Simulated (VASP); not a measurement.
Input:

```
ZrO2
1.0
    5.39541     0.00000     0.00000
    0.00000     5.18225     0.00000
    0.00000     0.00000     5.20925
Zr O
4 8
Direct
  0.03027   0.73354   0.74906
  0.96973   0.26646   0.24906
  0.46973   0.73354   0.24906
  0.53027   0.26646   0.74906
  0.22988   0.46330   0.50084
  0.77012   0.53670   0.00084
  0.27012   0.46330   0.00084
  0.72988   0.53670   0.50084
  0.36503   0.93264   0.60611
  0.63497   0.06736   0.10611
  0.13497   0.93264   0.10611
  0.86503   0.06736   0.60611
```

All values below come from PBEsol GGA, VASP's PBE PAW potentials (set 64) (plane waves; VASP). Numerical set-up: 400 eV cut-off, 3×4×4 Γ-centred mesh shifted by (0.5, 0.5, 0.5), Gaussian smearing of 0.010 eV, potentials Zr_sv O.

At this cut-off the stress carries a Pulay error, which pulls relaxed volumes low.

Which forces act on the atoms, in eV/Å?

| atom | Fx | Fy | Fz |
|---|---|---|---|
| Zr1 | 0.147 | 0.144 | 0.028 |
| Zr2 | -0.147 | -0.144 | 0.028 |
| Zr3 | -0.147 | 0.144 | 0.028 |
| Zr4 | 0.147 | -0.144 | 0.028 |
| O5 | -0.159 | 0.170 | -0.004 |
| O6 | 0.159 | -0.170 | -0.004 |
| O7 | 0.159 | 0.170 | -0.004 |
| O8 | -0.159 | -0.170 | -0.004 |
| O9 | 0.013 | 0.111 | -0.024 |
| O10 | -0.013 | -0.111 | -0.024 |
| O11 | -0.013 | 0.111 | -0.024 |
| O12 | 0.013 | -0.111 | -0.024 |

Give the stress tensor in GPa (positive for a compressed cell).

```
-21.11    0.00    0.00
  0.00  -22.21    0.00
  0.00    0.00  -21.08
```
The pressure is its mean diagonal, -21.47 GPa.

The structure comes from a computed database's ZrO2 entry; how it stands against other phases isn't given here. The cell was not relaxed at this level.
